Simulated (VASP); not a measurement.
Input:

```xyz
2
Lattice="0.0000 2.2660 2.2660 2.2660 0.0000 2.2660 2.2660 2.2660 0.0000" Properties=species:S:1:pos:R:3 pbc="T T T"
B      0.0000     0.0000     0.0000
P      1.1330     1.1330     1.1330
```

Computed with r2SCAN meta-GGA, VASP's PBE PAW potentials (set 64) (plane waves; VASP). Numerical set-up: 600 eV cut-off, 10×10×10 Γ-centred mesh, Gaussian smearing of 0.050 eV, potentials B P.

Stress in GPa, positive for a compressed cell; the cube axes lie along x, y and z, and the ions stay on their sites.

```json
[
 {"strain": "none", "σxx": "0.01", "σyy": "0.01", "σzz": "0.01"},
 {"strain": "εzz = +1.0 %", "σxx": "-0.68", "σyy": "-0.68", "σzz": "-3.58"},
 {"strain": "εxx = -1.0 %, εyy = -1.0 %, εzz = -1.0 %", "σxx": "5.45", "σyy": "5.45", "σzz": "5.45"},
 {"strain": "εxx = -1.5 %, εyy = -1.5 %", "σxx": "6.99", "σyy": "6.99", "σzz": "2.39"}
]
```

### Question
Fit C11 and C12 to these rows, and predict the stress for εxx = +4.0 %, εyy = +4.0 %, εzz = +4.0 %.

### Answer
Least squares on Δσ_i = −C11 ε_i − C12 (ε_j + ε_k) over all components shown gives C11 = 382 GPa and C12 = 80 GPa, and so σxx, σyy, σzz = -21.66, -21.66, -21.66 GPa. The run gave -16.01, -16.01, -16.01 GPa; the difference holds the non-linear terms and numerical noise.

Left out are shears, moved atoms, failed runs and, from the fit, strains over 2.5 %.

The compound is BP in the zinc blende structure.
